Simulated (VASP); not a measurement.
Calculation: PW91 GGA, VASP's PBE PAW potentials (set 64) (plane waves; VASP).

Input for VASP

### POSCAR
```
CoAl
1.0
  2.8600000000   0.0000000000   0.0000000000
  0.0000000000   2.8600000000   0.0000000000
  0.0000000000   0.0000000000   2.8600000000
Al Co
1 1
Cart
  1.4300000000   1.4300000000   1.4300000000
  0.0000000000   0.0000000000   0.0000000000
```

INCAR:
```
NELM  =  100   ! most electronic steps
LASPH  =  .TRUE.   ! aspherical one-centre terms
ISIF  =  3   ! ions, shape and volume
LWAVE  =  .FALSE.
SYSTEM  =  CoAl
GGA  =  91
ALGO  =  Normal   ! blocked Davidson
LMAXMIX  =  4
ISMEAR  =  1   ! Methfessel-Paxton
ENCUT  =  520   ! plane-wave cut-off (eV)
EDIFF  =  1E-6   ! SCF stop (eV)
NSW  =  60
LCHARG  =  .FALSE.
EDIFFG  =  -0.01   ! ionic stop
LREAL  =  .FALSE.
IBRION  =  2
SIGMA  =  0.1   ! width (eV)
PREC  =  Accurate
```

File KPOINTS:
```
Automatic mesh
0
Gamma
 11 11 11
```

POTCAR, in this order: Al Co (PBE.64 set). Program: vasp_std.

The run wrote:

OUTCAR:
```
 ion  position               nearest neighbor table
   1  0.500  0.500  0.500-   2 2.48   2 2.48   2 2.48   2 2.48   2 2.48   2 2.48   2 2.48   2 2.48
  LATTYP: Found a simple cubic cell.
 ALAT       =     2.8600000000
 Subroutine PRICEL returns:
 Original cell was already a primitive cell.
 Subroutine GETGRP returns: Found 48 space group operations
The static configuration has the point symmetry O_h .
The dynamic configuration has the point symmetry O_h .
 Subroutine INISYM returns: Found 48 space group operations
 Subroutine IBZKPT returns following result:
 Found     56 irreducible k-points:

 Following reciprocal coordinates:
            Coordinates               Weight
  0.000000  0.000000  0.000000      1.000000
  0.090909  0.000000  0.000000      6.000000
  0.181818  0.000000  0.000000      6.000000
  0.272727  0.000000  0.000000      6.000000
  0.363636  0.000000  0.000000      6.000000
  0.454545  0.000000  0.000000      6.000000
  0.090909  0.090909  0.000000     12.000000
  0.181818  0.090909  0.000000     24.000000
  0.272727  0.090909  0.000000     24.000000
  0.363636  0.090909  0.000000     24.000000
...
```

### OSZICAR
```
       N       E                     dE             d eps       ncg     rms          rms(c)
DAV:   1     0.361273497452E+02    0.36127E+02   -0.53859E+03  1120   0.127E+03
DAV:   2    -0.122527382006E+02   -0.48380E+02   -0.46074E+02  1134   0.190E+02
DAV:   3    -0.134748629591E+02   -0.12221E+01   -0.12117E+01  1300   0.398E+01
DAV:   4    -0.134981450107E+02   -0.23282E-01   -0.23273E-01  1366   0.497E+00
DAV:   5    -0.134988257126E+02   -0.68070E-03   -0.68069E-03  1302   0.815E-01    0.122E+01
DAV:   6    -0.162464651767E+02   -0.27476E+01   -0.69905E+01  1280   0.124E+02    0.174E+01
DAV:   7    -0.119502669220E+02    0.42962E+01   -0.31744E+01  1240   0.796E+01    0.179E+00
DAV:   8    -0.119467891768E+02    0.34777E-02   -0.21445E-01  1154   0.408E+00    0.114E+00
DAV:   9    -0.119341300333E+02    0.12659E-01   -0.42180E-02  1360   0.298E+00    0.291E-01
DAV:  10    -0.119336515354E+02    0.47850E-03   -0.17302E-03  1522   0.579E-01    0.126E-01
DAV:  11    -0.119336506569E+02    0.87850E-06   -0.71700E-05  1568   0.107E-01    0.326E-02
DAV:  12    -0.119336410529E+02    0.96040E-05   -0.56507E-05  1332   0.109E-01    0.536E-03
DAV:  13    -0.119336411033E+02   -0.50330E-07   -0.49950E-07   602   0.703E-03
   1 F= -.11933641E+02 E0= -.11933460E+02  d E =-.119336E+02
       N       E                     dE             d eps       ncg     rms          rms(c)
DAV:   1    -0.119909545401E+02   -0.57313E-01   -0.78376E-01  1208   0.153E+01    0.215E+00
DAV:   2    -0.120916145505E+02   -0.10066E+00   -0.24760E+00  1274   0.232E+01    0.311E+00
DAV:   3    -0.119351920756E+02    0.15642E+00   -0.11303E+00  1236   0.157E+01    0.312E-01
DAV:   4    -0.119340616925E+02    0.11304E-02   -0.52324E-03  1132   0.711E-01    0.103E-01
DAV:   5    -0.119339476365E+02    0.11406E-03   -0.54956E-04  1720   0.287E-01    0.210E-02
DAV:   6    -0.119339494711E+02   -0.18346E-05   -0.18449E-05  1182   0.717E-02    0.523E-03
DAV:   7    -0.119339486689E+02    0.80218E-06   -0.22641E-06   588   0.235E-02
   2 F= -.11933949E+02 E0= -.11933728E+02  d E =-.307566E-03
       N       E                     dE             d eps       ncg     rms          rms(c)
DAV:   1    -0.119463112748E+02   -0.12362E-01   -0.15809E-01  1206   0.691E+00    0.977E-01
DAV:   2    -0.119692317931E+02   -0.22921E-01   -0.52602E-01  1262   0.106E+01    0.149E+00
DAV:   3    -0.119349711190E+02    0.34261E-01   -0.23488E-01  1278   0.724E+00    0.143E-01
DAV:   4    -0.119347169149E+02    0.25420E-03   -0.89250E-04  1126   0.302E-01    0.397E-02
DAV:   5    -0.119347017789E+02    0.15136E-04   -0.94449E-05  1706   0.123E-01    0.855E-03
DAV:   6    -0.119347030353E+02   -0.12563E-05   -0.19591E-06   854   0.231E-02    0.121E-03
DAV:   7    -0.119347030860E+02   -0.50784E-07   -0.33306E-07   560   0.944E-03
   3 F= -.11934703E+02 E0= -.11934500E+02  d E =-.106198E-02
```

OUTCAR:
```
------------------------ aborting loop because EDIFF is reached ----------------------------------------
  FORCE on cell =-STRESS in cart. coord.  units (eV):
  Direction    XX          YY          ZZ          XY          YZ          ZX
  --------------------------------------------------------------------------------------
  Total        0.0004173      0.0004173      0.0004173     -0.0000000     -0.0000000      0.0000000
  in kB        0.0288480      0.0288480      0.0288480     -0.0000000     -0.0000000      0.0000000
  external PRESSURE =       0.0288480 kB  Pullay stress =       0.0000000 kB
  volume of cell :       23.18
      direct lattice vectors                 reciprocal lattice vectors
     2.851224133  0.000000000  0.000000000     0.350726549  0.000000000  0.000000000
    -0.000000000  2.851224133  0.000000000    -0.000000000  0.350726549  0.000000000
    -0.000000000 -0.000000000  2.851224133    -0.000000000 -0.000000000  0.350726549
 POSITION                                       TOTAL-FORCE (eV/Angst)
 -----------------------------------------------------------------------------------
      1.42561      1.42561      1.42561        -0.000000      0.000000      0.000000
      0.00000      0.00000      0.00000         0.000000     -0.000000      0.000000
 -----------------------------------------------------------------------------------
    total drift:                                0.000000      0.000000      0.000000
  FREE ENERGIE OF THE ION-ELECTRON SYSTEM (eV)
  ---------------------------------------------------
  free  energy   TOTEN  =       -11.9347030860 eV

  energy  without entropy=      -11.9340935824  energy(sigma->0) =      -11.93449992

 reached required accuracy - stopping structural energy minimisation
```
(Selected blocks of OUTCAR.)

CONTCAR:
```
CoAl
   1.00000000000000
     2.8512241332361414    0.0000000000000000    0.0000000000000000
    -0.0000000000000000    2.8512241332361414    0.0000000000000000
    -0.0000000000000000   -0.0000000000000000    2.8512241332361414
  Al              Co
     1     1
Direct
     0.5000000000000000    0.5000000000000000    0.5000000000000000
     0.0000000000000000    0.0000000000000000    0.0000000000000000
```

File OUTCAR:
```
 val. band max:       10.5554838786   @ k =   0.4545   0.4545   0.2727

 cond. band min:      10.5865171416   @ k =   0.4545   0.4545   0.1818


 Fermi energy:        10.5629875476

 k-point     1 :       0.0000    0.0000    0.0000
  band No.  band energies     occupation
      1      -0.5122      2.00000
      2       7.5733      2.00000
      3       7.5733      2.00000
      4       9.6686      2.00000
      5       9.6686      2.00000
      6       9.6686      2.00000
      7      16.4900      0.00000
      8      16.4900      0.00000
      9      16.4900      0.00000
     10      19.2857      0.00000

 k-point     2 :       0.0909    0.0000    0.0000
  band No.  band energies     occupation
      1      -0.3558      2.00000
      2       7.5563      2.00000
      3       7.6162      2.00000
      4       9.5859      2.00000
      5       9.5859      2.00000
      6       9.6773      2.00000
      7      15.1644      0.00000
      8      16.7073      0.00000
      9      16.7073      0.00000
     10      19.2654      0.00000

 k-point     3 :       0.1818    0.0000    0.0000
  band No.  band energies     occupation
      1       0.1088      2.00000
      2       7.4298      2.00000
      3       7.7341      2.00000
      4       9.3787      2.00000
      5       9.3787      2.00000
      6       9.7008      2.00000
      7      13.2338      0.00000
      8      17.3205      0.00000
      9      17.3205      0.00000
     10      19.2065      0.00000

 k-point     4 :       0.2727    0.0000    0.0000
  band No.  band energies     occupation
      1       0.8682      2.00000
      2       6.9580      2.00000
      3       7.8949      2.00000
      4       9.1331      2.00000
      5       9.1331      2.00000
      6       9.7318      2.00000
      7      11.7387     -0.00000
      8      18.2489      0.00000
      9      18.2489      0.00000
     10      19.1178      0.00000

 k-point     5 :       0.3636    0.0000    0.0000
...
```

The compound is CoAl in the CsCl type structure. This run relaxes it. Symmetry was kept, so distortions that lower it aren't found. The run is not spin-polarised, so no magnetic state was tried.
